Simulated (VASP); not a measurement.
Data:

```yaml
crystal:
  lattice:
    - [0.00000, 2.72600, 2.72600]
    - [2.72600, 0.00000, 2.72600]
    - [2.72600, 2.72600, 0.00000]
  atoms:
    - { symbol: Nd, position: [0.00000, 0.00000, 0.00000], spin: 3.0 }
    - { symbol: H, position: [0.25000, 0.25000, 0.25000] }
    - { symbol: H, position: [0.75000, 0.75000, 0.75000] }
```

These are PBEsol GGA, VASP's PBE PAW potentials (set 64) (plane waves; VASP 6.6.1) values and carry that method's errors. Settings: 300 eV cut-off, 8×8×8 Γ-centred mesh, Gaussian smearing of 0.10 eV, potentials Nd H.

At this cut-off the stress carries a Pulay error, which pulls relaxed volumes low.

Q: Give the stress tensor in GPa (positive for a compressed cell).

A: 
```
-3.01   0.00   0.00
 0.00  -3.01   0.00
 0.00   0.00  -3.01
```
The pressure is its mean diagonal, -3.01 GPa.

The structure comes from a measured NdH2 entry (Fm-3m) of the Crystallography Open Database, whose conditions weren't checked. The cell was not relaxed at this level.
